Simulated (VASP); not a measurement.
MoI:

```xyz
2
Lattice="0.0000 3.1789 3.1789 3.1789 0.0000 3.1789 3.1789 3.1789 0.0000" Properties=species:S:1:pos:R:3 pbc="T T T"
Mo    0.0000    0.0000    0.0000
I     4.7683    4.7683    4.7683
```

The cell was built by a generator and needn't be a form met in nature.

| Property | Result |
| --- | --- |
| Program | VASP 6.6.1 |
| Task | relaxation of cell and atoms |
| Functional | PBE |
| Potentials or basis | VASP PAW PBE potentials, release 64 (Mo_sv, I) |
| Cutoff | 600 eV |
| k mesh | 7 × 7 × 7 |
| Occupations | gaussian, width 0.05 eV |
| Spin | no spin polarisation |

At the start: pressure -7.5 GPa; volume 32.12 Å³/atom.

Problem. Where does the relaxation end?

Solution. Over 6 steps the energy falls by 106.9 meV/atom and the volume is 28.14 Å³/atom (-12.4 %); space group F-43m (No. 216, to 0.05 Å).

Step by step:
| step | energy change (eV) | largest force (eV/Å) | pressure (GPa) | volume (Å³) |
| --- | --- | --- | --- | --- |
| 1 | 0.0000 | 0.0000 | -7.49 | 64.25 |
| 2 | -0.0815 | 0.0000 | 9.28 | 51.28 |
| 3 | -0.2137 | 0.0000 | -0.15 | 56.36 |
| 4 | -0.2137 | 0.0000 | 0.10 | 56.21 |
| 5 | -0.2137 | 0.0000 | -0.09 | 56.33 |
| 6 | -0.2138 | 0.0000 | 0.01 | 56.27 |

Final structure:
```xyz
2
Lattice="0.0000 3.0415 3.0415 3.0415 0.0000 3.0415 3.0415 3.0415 0.0000" Properties=species:S:1:pos:R:3 pbc="T T T"
Mo    3.0415    3.0415    0.0000
I     4.5623    4.5623    4.5623
```

Caveat: an odd number of electrons without spin polarisation forces a metal; a magnetic or distorted state may lie lower.
